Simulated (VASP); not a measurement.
VASP runs on P (black) share one base input (PBE GGA, plane waves, VASP's PBE PAW potentials (set 64)) and change the settings named in each case.

INCAR:
```
ALGO = Normal
EDIFF = 1E-6
ENCUT = 400
GGA = PE
ISIF = 2
ISMEAR = 0
LASPH = .TRUE.
LCHARG = .FALSE.
LREAL = .FALSE.
LWAVE = .FALSE.
NELM = 100
PREC = Accurate
SIGMA = 0.05
SYSTEM = P
```

KPOINTS:
```
Automatic mesh
0
Gamma
6 6 5
0 0 0
```

### POSCAR
```
P
1.0
  1.6881000000  -5.3448000000   0.0000000000
  1.6881000000   5.3448000000   0.0000000000
  0.0000000000   0.0000000000   4.4676000000
P
4
direct
  0.1017000000   0.8983000000   0.9194000000
  0.3983000000   0.6017000000   0.4194000000
  0.6017000000   0.3983000000   0.5806000000
  0.8983000000   0.1017000000   0.0806000000
```

POTCAR, in this order: P (PBE.64 set). Program: vasp_std.

```tsv
change	E(σ→0) (eV/atom)	largest force (eV/Å)	−TS (eV)
base run	-5.3616	0.415	-0.0001
ISMEAR = -1, SIGMA = 0.02	-5.3616	0.415	-0.0001
SIGMA = 0.1	-5.3616	0.417	-0.0007
ISMEAR = -1, SIGMA = 0.5	…	…	…
ISMEAR = 1, SIGMA = 0.2	-5.3616	0.418	0.0004
ISMEAR = 2	-5.3616	0.415	0.0000
ISMEAR = 1, SIGMA = 0.01	-5.3616	0.415	0.0000
ISMEAR = -5, SIGMA removed	-5.3616	0.415	0.0000
ISMEAR = -4, SIGMA removed	-5.3616	0.415	0.0000
```

Problem. What belongs in the gaps?

Solution. 
- ISMEAR = -1, SIGMA = 0.5, E(σ→0) (eV/atom): -5.3218
- ISMEAR = -1, SIGMA = 0.5, largest force (eV/Å): 0.302
- ISMEAR = -1, SIGMA = 0.5, −TS (eV): -0.8678

Left out are runs that ran out of time, are held back, or changed the cell or the kind of run, fixed moments of cells without a moment, rows past the twelfth, gaps on odd meshes, pressures of charged cells and columns that move by less than the noise.

The compound is P in the black structure. The cell was not relaxed at this level, forces remain on its atoms.
